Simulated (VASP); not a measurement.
Input:

```
CeO2
1.0
    0.00000     2.71741     2.71741
    2.71741     0.00000     2.71741
    2.71741     2.71741     0.00000
Ce O
1 2
Cartesian
  0.00000   0.00000   0.00000
  1.35870   1.35870   1.35870
  4.07611   4.07611   4.07611
```

These are r2SCAN meta-GGA, VASP's PBE PAW potentials (set 64) (plane waves; VASP 6.6.1) values and carry that method's errors. Run with 600 eV cut-off, 6×6×6 Γ-centred mesh, Gaussian smearing of 0.050 eV, potentials Ce O.

Each row applies one change to this cell, which was relaxed at other settings and keeps the small stress of the first row; at a fixed cut-off the stress holds a Pulay part, so it need not integrate to ΔE exactly. Stress is in GPa, positive when the cell is compressed; gaps are those on the k-mesh, and 0.00 means metallic.

```json
[
 {"change": "none", "ΔE (meV/atom)": "0.0", "σxx": "0.05", "σyy": "0.05", "σzz": "0.05", "largest shear component, with its sign (GPa)": "0.00", "largest force (eV/Å)": "0.000", "gap (eV)": "2.28"},
 {"change": "atom 2 (O) moved by 0.100 Å along y", "ΔE (meV/atom)": "12.3", "σxx": "0.33", "σyy": "0.84", "σzz": "0.33", "largest shear component, with its sign (GPa)": "-0.58", "largest force (eV/Å)": "0.741", "gap (eV)": "2.23"},
 {"change": "atom 3 (O) moved by -0.075 Å along z", "ΔE (meV/atom)": "6.9", "σxx": "0.20", "σyy": "0.20", "σzz": "0.49", "largest shear component, with its sign (GPa)": "-0.42", "largest force (eV/Å)": "0.553", "gap (eV)": "2.25"},
 {"change": "uniaxial strain of +3.0 % along y", "ΔE (meV/atom)": "?", "σxx": "?", "σyy": "?", "σzz": "?", "largest shear component, with its sign (GPa)": "?", "largest force (eV/Å)": "?", "gap (eV)": "?"},
 {"change": "atom 1 (Ce) moved by 0.025 Å along z", "ΔE (meV/atom)": "0.7", "σxx": "0.10", "σyy": "0.10", "σzz": "0.08", "largest shear component, with its sign (GPa)": "0.00", "largest force (eV/Å)": "0.177", "gap (eV)": "2.29"},
 {"change": "uniaxial strain of +2.0 % along z", "ΔE (meV/atom)": "?", "σxx": "?", "σyy": "?", "σzz": "?", "largest shear component, with its sign (GPa)": "?", "largest force (eV/Å)": "?", "gap (eV)": "?"},
 {"change": "shear strain γ_xy = -3.0 %", "ΔE (meV/atom)": "2.1", "σxx": "0.29", "σyy": "0.29", "σzz": "0.16", "largest shear component, with its sign (GPa)": "1.73", "largest force (eV/Å)": "0.041", "gap (eV)": "2.25"},
 {"change": "atom 2 (O) moved by 0.025 Å along y", "ΔE (meV/atom)": "0.8", "σxx": "0.07", "σyy": "0.10", "σzz": "0.07", "largest shear component, with its sign (GPa)": "-0.13", "largest force (eV/Å)": "0.183", "gap (eV)": "2.27"},
 {"change": "shear strain γ_xz = -1.5 %", "ΔE (meV/atom)": "0.5", "σxx": "0.11", "σyy": "0.08", "σzz": "0.11", "largest shear component, with its sign (GPa)": "0.86", "largest force (eV/Å)": "0.020", "gap (eV)": "2.27"}
]
```

**Question.** What belongs in the gaps?

**Answer.** 
- uniaxial strain of +2.0 % along z, ΔE (meV/atom): 5.2
- uniaxial strain of +2.0 % along z, σxx: -1.91
- uniaxial strain of +2.0 % along z, σyy: -1.91
- uniaxial strain of +2.0 % along z, σzz: -6.92
- uniaxial strain of +2.0 % along z, largest shear component, with its sign (GPa): 0.00
- uniaxial strain of +2.0 % along z, largest force (eV/Å): 0.000
- uniaxial strain of +2.0 % along z, gap (eV): 2.16
- uniaxial strain of +3.0 % along y, ΔE (meV/atom): 12.0
- uniaxial strain of +3.0 % along y, σxx: -2.79
- uniaxial strain of +3.0 % along y, σyy: -10.21
- uniaxial strain of +3.0 % along y, σzz: -2.79
- uniaxial strain of +3.0 % along y, largest shear component, with its sign (GPa): 0.00
- uniaxial strain of +3.0 % along y, largest force (eV/Å): 0.000
- uniaxial strain of +3.0 % along y, gap (eV): 2.10

Failed runs are left out, and for metals the shear rows, which the mesh's noise covers.

The compound is CeO2 in the fluorite structure. The run is not spin-polarised, so no magnetic state was tried.
